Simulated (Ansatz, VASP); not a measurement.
# GaN: VASP beside Ansatz, part 2 of 2

One calculation is typed for both programs; each brings its own data sets. How far apart do they land? The cell is taken from a series of runs on this material, whose earlier steps may have relaxed, scaled, displaced or heated it; both programs get it as it stands.

VASP 6.6.1 and Ansatz 0.2.0.

So far: Set-up; VASP: G0W0 gap, r2SCAN.

**3. Ansatz: G0W0 gap, r2SCAN**

Level of this step: Ansatz beside VASP: Kohn-Sham DFT, plane waves, r2SCAN (Ansatz).

Ansatz runs on its PAW soft_1 files.

The same cell, functional and mesh now go to Ansatz, which takes its cutoff from its data sets.

input.yaml reads:

```yaml
crystal:
  lattice:
    - [0.0, 2.2535006075, 2.2535006075]
    - [2.2535006075, 0.0, 2.2535006075]
    - [2.2535006075, 2.2535006075, 0.0]
  atoms:
    - { symbol: Ga, position: [0.0, 0.0, 0.0] }
    - { symbol: "N", position: [0.75, 0.75, 0.75] }
kpoints:
  mp_grid: { grid: [6, 6, 6] }
hamiltonian:
  xc: r2scan
  pseudopotentials: { kind: paw, azcp: { folder: soft_1 } }
scf:
  occupations: { method: fixed }
gw:
  n_empty_bands: 51
  ecut_chi: 100
  qp_bands: [v2, c2]
  qp_kpoints: band_edges
  screening: { model: contour_deformation }
```

Command:

```sh
$ ansatz run input.yaml --threads 3 --pin off --max-ram 92160MiB --backend cuda --events-out ev --progress --plain --runs-dir out --devices 1 --max-vram 13GiB
```

Numbers of over 12 decimals in the logs are rounded to 6 here.

Log:

```text
GPUs: using 1 of 1 available (devices: 1).
Engine: ansatz 0.2.0, x86_64-unknown-linux-gnu
Pseudopotentials: kind: paw
Pseudopotential: Ga, paw, valence charge 13, recommended cutoff 500 eV (meta_gga), soft_1/Ga.paw.azcp
Pseudopotential: N, paw, valence charge 5, recommended cutoff 500 eV (meta_gga), soft_1/N.paw.azcp
Functional definition: r2SCAN
  parameter k0 = 0.174
  parameter k1 = 0.065
  parameter a1 = 4.9479
  exchange = r2scan_x(k0 = k0, k1 = k1, a1 = a1)
  correlation = r2scan_c
device memory: the entry about to start is reckoned to put 0.5 GiB on a device that reports 67.9 GiB free (of which the cap on the GPU budget leaves the run 13.0 GiB)
GPU FFT provider: cuFFT
GPU libraries: cuBLAS 13.8.2, cuFFT 12.4.0, cuSOLVER 12.3.4
Crystal: 2 atoms, lattice volume = 22.888 Å³
Basis set: ecut = 500 eV, 561 PW (Γ), exchange–correlation on 96×96×96 points (64 copies of the dense FFT grid, shifted against one another)
Bands: 13, of which v1, the nominal top of the filled ones, is band 9 counted from 1 (8 counted from 0)
Symmetry: 24 space group operations
Space group: F-43m (ITA 216), of the structure as read, at distance tolerance 2.8e-5 Å
k-points: 16 of 216 (time reversal used)
Non-local potential: Ga, projectors of the file, l = 0: 2, l = 1: 2, l = 2: 3, l = 3: 1
Non-local potential: N, projectors of the file, l = 0: 2, l = 1: 2, l = 2: 1
PAW form: soft (Blöchl's): semilocal exchange-correlation on the pseudo side does not see the compensation charge
PAW frozen core: Ga, regenerated for the run's functional (the file was generated under x = pbe(κ = 0.804, μ = 0.219515), c = pbe(β = 0.066725))
PAW frozen core: N, regenerated for the run's functional (the file was generated under x = pbe(κ = 0.804, μ = 0.219515), c = pbe(β = 0.066725))
PAW one-centre angular grid: Ga, 590 points (default); XC on 160 Gauss nodes
PAW one-centre angular grid: N, 302 points (default); XC on 160 Gauss nodes
Initial density: superposition of atomic densities (chi_scale 0.1, normalization cell, long waves kept (reshape's long-wave potential 0.00 eV rms))
Initial wavefunctions: pseudopotential atomic-orbital guess
GPU buffer pool allocated for 13824 grid points (all kernels)
GPU transforms: local potential and band sums: pruned to the plane-wave sphere, on 24×24×24
Functional: x = r2scan, c = r2scan; τ floored in thin density (d = 2e-4 eV/Å³)
SCF iter   1: F=—  HF=-4176.844664 eV  |F-HF|=—  |Δ(HF+E_count)|=         —  Δρ=1.15e-1  dr2=2.44e0  dr2_τ=2.82e-1  ethr=3.10e-3  ⟨swp⟩=4.0  Hψ=955  notcnv=0  defer=21
preconditioner: auto → none  [insulator: Δε(μ)=2.702 eV  Ē_g=20.198 eV  n_scr=8 (ndim 8)  ℏωp=32.9 eV  f_vac=0.000  ε∞_Penn≈3.7]
SCF iter   2: F=—  HF=-4176.402456 eV  |F-HF|=—  |Δ(HF+E_count)|=   4.42e-1  Δρ=5.47e-2  dr2=3.30e-1  dr2_τ=9.33e-2  ethr=3.10e-3  ⟨swp⟩=2.3  Hψ=544  notcnv=0  defer=7
SCF iter   3: F=—  HF=-4176.374662 eV  |F-HF|=—  |Δ(HF+E_count)|=   2.78e-2  Δρ=2.08e-2  dr2=5.24e-2  dr2_τ=4.76e-3  ethr=1.83e-3  ⟨swp⟩=2.0  Hψ=375  notcnv=0  defer=30
SCF iter   4: F=—  HF=-4176.376485 eV  |F-HF|=—  |Δ(HF+E_count)|=   1.82e-3  Δρ=1.34e-2  dr2=1.72e-2  dr2_τ=2.41e-4  ethr=2.91e-4  ⟨swp⟩=2.0  Hψ=370  notcnv=0  defer=30
SCF iter   5: F=—  HF=-4176.371785 eV  |F-HF|=—  |Δ(HF+E_count)|=   4.70e-3  Δρ=2.78e-3  dr2=7.05e-4  dr2_τ=1.55e-5  ethr=9.57e-5  ⟨swp⟩=2.0  Hψ=370  notcnv=0  defer=30
SCF iter   6: F=—  HF=-4176.371655 eV  |F-HF|=—  |Δ(HF+E_count)|=   1.30e-4  Δρ=4.04e-4  dr2=1.40e-5  dr2_τ=2.59e-7  ethr=3.92e-6  ⟨swp⟩=2.0  Hψ=378  notcnv=0  defer=30
SCF iter   7: F=—  HF=-4176.371658 eV  |F-HF|=—  |Δ(HF+E_count)|=   3.16e-6  Δρ=3.12e-5  dr2=1.26e-7  dr2_τ=1.16e-9  ethr=7.77e-8  ⟨swp⟩=2.6  Hψ=339  notcnv=0
SCF iter   8: F=-4176.371658 eV  HF=-4176.371658 eV  |F-HF|=1.55e-11  |Δ(HF+E_count)|=   2.32e-8  Δρ=2.69e-6  dr2=1.30e-9  dr2_τ=2.85e-11  ethr=5.56e-10  ⟨swp⟩=4.4  Hψ=772  notcnv=0
SCF 1 converged in 8 iterations: F = -4176.371658 eV  dr2 = 1.30e-9
  greatest PAW one-centre occupation: 0.994 electrons in one spin orbital (limit 2), on the Ga atom at site 0 (counted from 0), in its partial waves of l = 2
device memory: the entry about to start is reckoned to put 0.6 GiB on a device that reports 64.7 GiB free (of which the cap on the GPU budget leaves the run 13.0 GiB)
NSCF: frozen V_eff on 16 k-points, pencils in batches of 32, up to order 52
the band table was solved once the SCF had ended and its energy, with any forces and stress, was formed, with the checks that follow a solve (1136 applications of the Hamiltonian). They found nothing against the state; the energy, forces and stress were not computed again (output.eigenvalues in the input reference)
device memory: the entry about to start is reckoned to put 1.6 GiB on a device that reports 66.0 GiB free (of which the cap on the GPU budget leaves the run 13.0 GiB)
NSCF: frozen V_eff on 16 k-points
G₀W₀ screening: q 1/16
[... further progress lines ...]
device memory: the entry about to start is reckoned to put 0.3 GiB on a device that reports 54.2 GiB free (of which the cap on the GPU budget leaves the run 13.0 GiB)
NSCF: frozen V_eff on 1 k-points
device memory: the entry about to start is reckoned to put 0.3 GiB on a device that reports 54.5 GiB free (of which the cap on the GPU budget leaves the run 13.0 GiB)
NSCF: frozen V_eff on 1 k-points
SCF converged after 8 iterations
Free energy (F): -4176.371658 eV
Harris-Foulkes:  -4176.371658 eV  (|F-HF|=1.55e-11)
Internal energy: -4176.371658 eV  (E = F + TS)
E sigma→0 (E₀):  -4176.371658 eV
Fermi energy:    9.364724 eV
--- Per-component energies (eV) ---
  E_band       = -16.582641
  E_kinetic    = 240.256110
  E_local      = -1417.162990  (includes V_loc(G=0)·N_el)
  E_nonlocal   = -53.053601
  E_hartree    = 898.905869
  E_xc         = -115.763084
  E_vxc        = -139.899396  (∫ρ·V_xc dr)
  E_paw        = -2141.436401  (= ΣΔE_a)
  E_vpaw       = -452.167438  (= ΣTr[D̂ρ^β])
  E_aug_tail   = 0.000023  (compensation charges beyond the density's cutoff)
  E_vtau       = 7.633401  (kinetic-family band-sum trace: ∫τ·v_τ [+ j·A + Jᵃ·Aᵃ] dr)
  E_ewald      = -1587.434954
  E_core_change = -0.682630  (= ΣΔE_core)
  E_smearing   = -0.000000  (= −TS)
  E_closure    = 0.000000  (closes the sum)
  Σ components = -4176.371658   (vs F -4176.371658, Δ=0.00e0)
--- Band table (eV; the first three rows and the last of 16) ---
  k-point 0: bands = [... 5 lower, -4.1754, 9.3647, 9.3647, 9.3647, 11.4919, 20.3889, 20.3889, 20.3889]
  k-point 1: bands = [... 5 lower, -4.1765, 7.0519, 9.0861, 9.0861, 13.1366, 19.3359, 20.7556, 20.7556]
  k-point 2: bands = [... 5 lower, -3.7497, 3.8984, 8.5911, 8.5911, 14.3528, 18.7189, 20.6769, 20.6769]
  k-point 15: bands = [... 5 lower, -2.4360, 3.4662, 5.8435, 5.8736, 15.1300, 17.9691, 21.4768, 21.4852]
--- G₀W₀: contour deformation, 6 samples at zero and on the imaginary axis and 3 off it, 216 q-points, 51 empty bands' worth ---
  eigenvalues of the whole cell's RPA ε∞ on this k-mesh (on a slab, of 1 + 4πα/V) = 5.6501, 5.6501, 5.6501; static W/v taken at q = 0 is 0.176989
  bands read: the sum over 60 bands ends inside a degenerate multiplet in 1 slot, whose members it reads at an even weight; the widest, k=3: bands 60 to 61 (counted from 1) at 1/2 each
  gw.qp_kpoints: band_edges: 8 of 16 stored k-points solved, in 1 pass; an edge of the gap read off the rows below is read off those points alone
    valence top: of the k-points left out ik 4 came nearest to being solved in a further pass, in band 8 (counted from 1, as in the quasiparticle table): it holds the edge there only if its correction is more favourable than any solved in that band by at least 0.812 eV; those differ by 0.334 eV
    conduction bottom: of the k-points left out ik 4 came nearest to being solved in a further pass, in band 10 (counted from 1, as in the quasiparticle table): it holds the edge there only if its correction is more favourable than any solved in that band by at least 1.744 eV; those differ by 0.607 eV
    ik  band        ε_KS         Σx   Σc(E_QP)       V_xc       Z   E_QP_lin       E_QP  E_QP is
     0     8      9.3647   -23.9699     3.1648   -20.5907  0.7819     9.1497     9.1503  root
     0     9      9.3647   -23.9699     3.1648   -20.5907  0.7819     9.1497     9.1503  root
     0    10     11.4919   -11.1199    -3.5792   -15.3800  0.8147    12.1779    12.1727  root
     0    11     20.3889    -7.7732    -5.0321   -13.4288  0.8052    21.0183    21.0123  root
     1     8      9.0861   -23.6682     3.2144   -20.2109  0.7811     8.8424     8.8432  root
     1     9      9.0861   -23.6682     3.2144   -20.2109  0.7811     8.8424     8.8432  root
     1    10     13.1366   -11.4454    -3.7132   -15.9304  0.8060    13.9159    13.9083  root
     1    11     19.3359    -8.1540    -4.9933   -13.8048  0.8014    20.0007    19.9935  root
     2     8      8.5911   -23.1608     3.3100   -19.5676  0.7792     8.3069     8.3080  root
     2     9      8.5911   -23.1608     3.3100   -19.5676  0.7792     8.3069     8.3080  root
     2    10     14.3528   -10.1139    -4.2620   -15.1324  0.8118    15.1170    15.1092  root
     2    11     18.7189    -8.7735    -5.1973   -14.6850  0.7739    19.4381    19.4332  root
     3     8      8.3674   -22.9264     3.3508   -19.2790  0.7782     8.0695     8.0707  root
     3     9      8.3674   -22.9264     3.3508   -19.2790  0.7782     8.0695     8.0707  root
     3    10     14.5440    -9.8745    -4.3000   -14.8948  0.8183    15.2711    15.2643  root
     3    11     18.8167    -8.7318    -5.4176   -14.8326  0.7583    19.5096    19.4999  root
     8     8      7.5976   -22.2426     3.3988   -18.4397  0.7758     7.1910     7.1936  root
     8     9      8.9492   -23.4970     3.2442   -20.0055  0.7805     8.7011     8.7019  root
     8    10     14.6582   -10.9835    -4.2159   -16.0591  0.7980    15.5291    15.5179  root
     8    11     18.7184    -9.0545    -4.9225   -14.6916  0.7976    19.4408    19.4330  root
     9     8      7.1852   -21.8746     3.5320   -17.9354  0.7723     6.7753     6.7780  root
     9     9      7.1852   -21.8746     3.5320   -17.9354  0.7723     6.7753     6.7780  root
     9    10     14.0660    -8.4414    -4.0372   -12.8836  0.8189    14.4729    14.4709  root
     9    11     16.9655    -9.9405    -4.6704   -15.4594  0.8106    17.8253    17.8140  root
    12     8      6.5829   -21.2528     3.6277   -17.1937  0.7680     6.1485     6.1516  root
    12     9      6.5829   -21.2528     3.6277   -17.1937  0.7680     6.1485     6.1516  root
    12    10     13.1305    -8.4177    -3.8236   -12.4943  0.8282    13.3842    13.3835  root
    12    11     16.6283    -9.6375    -4.5016   -14.8737  0.8182    17.3706    17.3628  root
    14     8      5.5761   -21.2979     3.8156   -16.9338  0.7594     5.0210     5.0275  root
    14     9      6.9388   -21.5067     3.5060   -17.5540  0.7720     6.4887     6.4920  root
    14    10     16.4148    -9.0916    -4.3472   -13.9438  0.8028    16.9237    16.9198  root
    14    11     17.5505   -10.4053    -5.0015   -16.3737  0.7885    18.5362    18.5174  root
```

Reading the cycles: dr2 is the Hartree energy of the density residual (eV), the measure of convergence; HF is the Harris–Foulkes estimate of the energy, which meets the free energy F at convergence.

**4. Side by side**

Known differences besides the potentials themselves: VASP keeps PBE cores, Ansatz makes them for the functional; fixed occupations in Ansatz, narrow Gaussian smearing in VASP; the cutoff is 500 eV in Ansatz and 450 eV in VASP; Ansatz integrates over frequency by contour deformation, VASP on a grid of NOMEGA points; Ansatz's G0W0 levels solve the quasiparticle equation, VASP's are linearised. Total energies have different zeros and are not compared.

The two programs side by side:

```tsv
quantity	Ansatz	VASP	difference
G0W0 gap on the mesh (eV)	3.02	3.03	0.00
Kohn-Sham gap under it (eV)	2.13	2.11	+0.01
```

**5. Results**

```
difference in G0W0 gap on the mesh (G0W0 gap, r2SCAN) : -0.0047 eV
```

The difference in G0W0 gap on the mesh is -0.0047 eV (G0W0 gap, r2SCAN). Such differences can come from data sets, numerical settings and the points named under the comparisons, not from the functional's error against experiment.

[Lines on the potential files, build, host, timing and source positions are cut from VASP's logs without a mark.]

[Logs are printed without paths, hosts, clocks, repeated set-up lines and the standing remarks that a program may print on its own settings, such as how far it seeks lower states.]

[Hosts, paths, dates, database ids (printed as entryN), source tags and the programs' standing remarks are cut or masked in the printed files.]
